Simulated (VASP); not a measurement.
OSZICAR of a VASP run on ZnS (space group P6_3mc):

**OSZICAR**
```
       N       E                     dE             d eps       ncg     rms          rms(c)
DAV:   1     0.179688052293E+03    0.17969E+03   -0.12899E+04  1320   0.134E+03
DAV:   2    -0.115185992828E+01   -0.18084E+03   -0.17609E+03  1434   0.295E+02
DAV:   3    -0.156711447077E+02   -0.14519E+02   -0.14476E+02  1572   0.917E+01
DAV:   4    -0.159428340775E+02   -0.27169E+00   -0.27140E+00  1548   0.129E+01
DAV:   5    -0.159477324900E+02   -0.48984E-02   -0.48981E-02  1578   0.169E+00    0.973E+00
DAV:   6    -0.151352491146E+02    0.81248E+00   -0.20990E+00  1928   0.438E+01    0.746E+00
DAV:   7    -0.151651850297E+02   -0.29936E-01   -0.18280E+00  1380   0.759E+00    0.312E+00
DAV:   8    -0.151450183723E+02    0.20167E-01   -0.10050E-01  1776   0.427E+00    0.972E-01
DAV:   9    -0.151446787592E+02    0.33961E-03   -0.20293E-02  1854   0.247E+00    0.241E-01
DAV:  10    -0.151448079242E+02   -0.12917E-03   -0.11481E-03  1500   0.347E-01    0.175E-01
DAV:  11    -0.151449341907E+02   -0.12627E-03   -0.15316E-04  1582   0.125E-01    0.564E-02
DAV:  12    -0.151449385642E+02   -0.43735E-05   -0.22384E-05  1626   0.535E-02    0.202E-02
DAV:  13    -0.151449393215E+02   -0.75723E-06   -0.29748E-06  1302   0.178E-02
   1 F= -.15144939E+02 E0= -.15144939E+02  d E =-.669945E-10
```

Task: Which electronic solver shows in the log?

Result: It is blocked Davidson (ALGO = Normal, or the opening steps of other solvers). The INCAR had ALGO = Normal.

Task: Can the final energy be trusted as converged?

Result: Self-consistency was reached. It stopped with EDIFF = 1E-6, NELM = 100 (PBEsol GGA, plane waves, VASP's PBE PAW potentials (set 64)).

The structure is a typed ZnS crystal (P6_3mc). The cell was not relaxed at this level.
